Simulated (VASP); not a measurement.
Output of a VASP run:

**OSZICAR**
```
       N       E                     dE             d eps       ncg     rms          rms(c)
DAV:   1     0.502063734916E+03    0.50206E+03   -0.23152E+04   312   0.119E+03
DAV:   2     0.523190157220E+02   -0.44974E+03   -0.44218E+03   373   0.365E+02
DAV:   3    -0.473074496223E+01   -0.57050E+02   -0.56392E+02   427   0.116E+02
DAV:   4    -0.921319398609E+01   -0.44824E+01   -0.43632E+01   448   0.283E+01
DAV:   5    -0.956999414285E+01   -0.35680E+00   -0.35344E+00   537   0.578E+00    0.251E+01
DAV:   6    -0.940124807424E+01    0.16875E+00   -0.56627E-01   408   0.288E+00    0.122E+01
DAV:   7    -0.938926873389E+01    0.11979E-01   -0.12038E-01   457   0.149E+00    0.225E+00
DAV:   8    -0.938944971993E+01   -0.18099E-03   -0.31543E-02   472   0.556E-01    0.306E-01
DAV:   9    -0.939014084375E+01   -0.69112E-03   -0.31683E-03   433   0.227E-01    0.127E-01
DAV:  10    -0.939035274187E+01   -0.21190E-03   -0.31768E-04   408   0.848E-02    0.442E-02
DAV:  11    -0.939038516298E+01   -0.32421E-04   -0.72120E-05   401   0.325E-02    0.109E-02
DAV:  12    -0.939039014042E+01   -0.49774E-05   -0.90436E-06   376   0.128E-02    0.744E-03
DAV:  13    -0.939038971717E+01    0.42324E-06   -0.51805E-07   233   0.428E-03
   1 F= -.93903897E+01 E0= -.92192647E+01  d E =-.342250E+00
```

OUTCAR:
```
------------------------ aborting loop because EDIFF is reached ----------------------------------------
  FORCE on cell =-STRESS in cart. coord.  units (eV):
  Direction    XX          YY          ZZ          XY          YZ          ZX
  --------------------------------------------------------------------------------------
  Total       -1.9727376     -1.9727376     -1.9727376     -0.0000000      0.0000000     -0.0000000
  in kB      -10.5268979    -10.5268979    -10.5268979     -0.0000000      0.0000000     -0.0000000
  external PRESSURE =     -10.5268979 kB  Pullay stress =       0.0000000 kB
  volume of cell :      300.25
      direct lattice vectors                 reciprocal lattice vectors
     0.000000000  5.314754000  5.314754000    -0.094077732  0.094077732  0.094077732
     5.314754000  0.000000000  5.314754000     0.094077732 -0.094077732  0.094077732
     5.314754000  5.314754000  0.000000000     0.094077732  0.094077732 -0.094077732
 POSITION                                       TOTAL-FORCE (eV/Angst)
 -----------------------------------------------------------------------------------
      1.32869      1.32869      1.32869        -0.000000      0.000000     -0.000000
      1.32869      3.98607      3.98607        -0.000000      0.000000     -0.000000
      3.98607      1.32869      3.98607        -0.000000      0.000000     -0.000000
      3.98607      3.98607      1.32869        -0.000000      0.000000     -0.000000
      7.97213      7.97213      7.97213         0.000000     -0.000000     -0.000000
      5.31475      5.31475      5.31475         0.000000      0.000000      0.000000
 -----------------------------------------------------------------------------------
    total drift:                               -0.000000     -0.000000      0.000000
  FREE ENERGIE OF THE ION-ELECTRON SYSTEM (eV)
  ---------------------------------------------------
  free  energy   TOTEN  =        -9.3903897172 eV

  energy  without entropy=       -9.0481397818  energy(sigma->0) =       -9.21926475
```
(Selected blocks of OUTCAR.)

File POSCAR:
```
Sr2Ga
1
    0.0000000000     5.3147540000     5.3147540000
    5.3147540000     0.0000000000     5.3147540000
    5.3147540000     5.3147540000     0.0000000000
Sr Ga
4 2
Direct
  0.1250000000   0.1250000000   0.1250000000
  0.6250000000   0.1250000000   0.1250000000
  0.1250000000   0.6250000000   0.1250000000
  0.1250000000   0.1250000000   0.6250000000
  0.7500000000   0.7500000000   0.7500000000
  0.5000000000   0.5000000000   0.5000000000
```

Question: Write an INCAR and KPOINTS that could have produced this output.

Answer: One answer among several that fit: the input of the run itself, PBE GGA, plane waves, VASP's PBE PAW potentials (set 64).

**KPOINTS**
```
Automatic mesh
0
Gamma
3 3 3
0 0 0
```

### INCAR
```
ALGO  =  Normal
EDIFF  =  1E-6
ENCUT  =  300
GGA  =  PE
ISIF  =  2
ISMEAR  =  0
LASPH  =  T
LCHARG  =  F
LMAXMIX  =  4
LREAL  =  F
LWAVE  =  F
NELM  =  100
PREC  =  Accurate
SIGMA  =  0.272
SYSTEM  =  Sr2Ga
```

POTCAR, in this order: Sr_sv Ga_d (PBE.64 set). Program: vasp_std.

At this cut-off the stress carries a Pulay error, which pulls relaxed volumes low.

The structure was generated: Sr2Ga was put into an ordered model structure (Fd-3m), which need not be its known phase. The cell was not relaxed at this level. The k-mesh is coarse (spacing up to 0.34 per Å, 2π included), so the numbers may not be converged in it.
